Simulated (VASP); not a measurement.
A convergence study with VASP on NiAl (CsCl type): a few settings are varied, all else stays as given below, so the limit is that of these other settings.

```
AlNi
1.0
    2.89000     0.00000     0.00000
    0.00000     2.89000     0.00000
    0.00000     0.00000     2.89000
Al Ni
1 1
Cartesian
  1.44500   1.44500   1.44500
  0.00000   0.00000   0.00000
```

All values below come from PBE GGA, VASP's PBE PAW potentials (set 64) (plane waves; VASP). The last row used: 550 eV cut-off, 20×20×20 Γ-centred mesh, second-order Methfessel-Paxton smearing of 0.40 eV, potentials Al Ni.

```json
[
 {"setting": "ISMEAR = -1, SIGMA = 0.01, 7×7×7 mesh", "E (eV/atom)": "-5.2756", "pressure (GPa)": "0.49", "irreducible k-points": "20"},
 {"setting": "ISMEAR = -1, SIGMA = 0.2, 7×7×7 mesh", "E (eV/atom)": "-5.2738", "pressure (GPa)": "0.68", "irreducible k-points": "20"},
 {"setting": "ISMEAR = 0, SIGMA = 0.01, 7×7×7 mesh", "E (eV/atom)": "-5.2754", "pressure (GPa)": "0.49", "irreducible k-points": "20"},
 {"setting": "ISMEAR = 0, SIGMA = 0.2, 7×7×7 mesh", "E (eV/atom)": "[?]", "pressure (GPa)": "0.43", "irreducible k-points": "20"},
 {"setting": "ISMEAR = 1, SIGMA = 0.01, 7×7×7 mesh", "E (eV/atom)": "-5.2754", "pressure (GPa)": "0.49", "irreducible k-points": "20"},
 {"setting": "ISMEAR = 1, SIGMA = 0.2, 7×7×7 mesh", "E (eV/atom)": "-5.2764", "pressure (GPa)": "0.43", "irreducible k-points": "20"},
 {"setting": "ISMEAR = 2, SIGMA = 0.01, 7×7×7 mesh", "E (eV/atom)": "-5.2754", "pressure (GPa)": "0.49", "irreducible k-points": "20"},
 {"setting": "ISMEAR = 2, SIGMA = 0.2, 7×7×7 mesh", "E (eV/atom)": "-5.2762", "pressure (GPa)": "0.45", "irreducible k-points": "20"},
 {"setting": "ISMEAR = -1, SIGMA = 0.05, 14×14×14 mesh", "E (eV/atom)": "-5.2685", "pressure (GPa)": "0.52", "irreducible k-points": "120"},
 {"setting": "ISMEAR = -1, SIGMA = 0.2, 14×14×14 mesh", "E (eV/atom)": "-5.2692", "pressure (GPa)": "0.83", "irreducible k-points": "120"},
 {"setting": "ISMEAR = 0, SIGMA = 0.05, 14×14×14 mesh", "E (eV/atom)": "-5.2683", "pressure (GPa)": "0.51", "irreducible k-points": "120"},
 {"setting": "ISMEAR = 0, SIGMA = 0.2, 14×14×14 mesh", "E (eV/atom)": "-5.2687", "pressure (GPa)": "0.54", "irreducible k-points": "120"},
 {"setting": "ISMEAR = 1, SIGMA = 0.05, 14×14×14 mesh", "E (eV/atom)": "-5.2682", "pressure (GPa)": "0.52", "irreducible k-points": "120"},
 {"setting": "ISMEAR = 1, SIGMA = 0.2, 14×14×14 mesh", "E (eV/atom)": "-5.2684", "pressure (GPa)": "0.50", "irreducible k-points": "120"},
 {"setting": "ISMEAR = 2, SIGMA = 0.05, 14×14×14 mesh", "E (eV/atom)": "-5.2682", "pressure (GPa)": "0.51", "irreducible k-points": "120"},
 {"setting": "ISMEAR = 2, SIGMA = 0.2, 14×14×14 mesh", "E (eV/atom)": "-5.2683", "pressure (GPa)": "0.51", "irreducible k-points": "120"},
 {"setting": "ISMEAR = -1, SIGMA = 0.05, 20×20×20 mesh", "E (eV/atom)": "-5.2688", "pressure (GPa)": "0.51", "irreducible k-points": "286"},
 {"setting": "ISMEAR = -1, SIGMA = 0.4, 20×20×20 mesh", "E (eV/atom)": "-5.2670", "pressure (GPa)": "2.11", "irreducible k-points": "286"},
 {"setting": "ISMEAR = 0, SIGMA = 0.05, 20×20×20 mesh", "E (eV/atom)": "-5.2686", "pressure (GPa)": "0.49", "irreducible k-points": "286"},
 {"setting": "ISMEAR = 0, SIGMA = 0.4, 20×20×20 mesh", "E (eV/atom)": "[?]", "pressure (GPa)": "[?]", "irreducible k-points": "286"},
 {"setting": "ISMEAR = 1, SIGMA = 0.05, 20×20×20 mesh", "E (eV/atom)": "-5.2686", "pressure (GPa)": "0.49", "irreducible k-points": "286"},
 {"setting": "ISMEAR = 1, SIGMA = 0.4, 20×20×20 mesh", "E (eV/atom)": "-5.2692", "pressure (GPa)": "0.44", "irreducible k-points": "286"},
 {"setting": "ISMEAR = 2, SIGMA = 0.05, 20×20×20 mesh", "E (eV/atom)": "-5.2685", "pressure (GPa)": "0.50", "irreducible k-points": "286"},
 {"setting": "ISMEAR = 2, SIGMA = 0.4, 20×20×20 mesh", "E (eV/atom)": "-5.2695", "pressure (GPa)": "0.45", "irreducible k-points": "286"}
]
```

Task: What belongs in the gaps?

Result: 
- ISMEAR = 0, SIGMA = 0.4, 20×20×20 mesh, E (eV/atom): -5.2689
- ISMEAR = 0, SIGMA = 0.4, 20×20×20 mesh, pressure (GPa): 0.69
- ISMEAR = 0, SIGMA = 0.2, 7×7×7 mesh, E (eV/atom): -5.2766

Left out are rungs that failed or repeat a setting and relaxations that didn't move; long series are thinned to 24 rows.

The compound is NiAl in the CsCl type structure. The cell was not relaxed at this level. The run is not spin-polarised, so no magnetic state was tried. The electron count is odd and the run is not spin-polarised, which forces a metal.
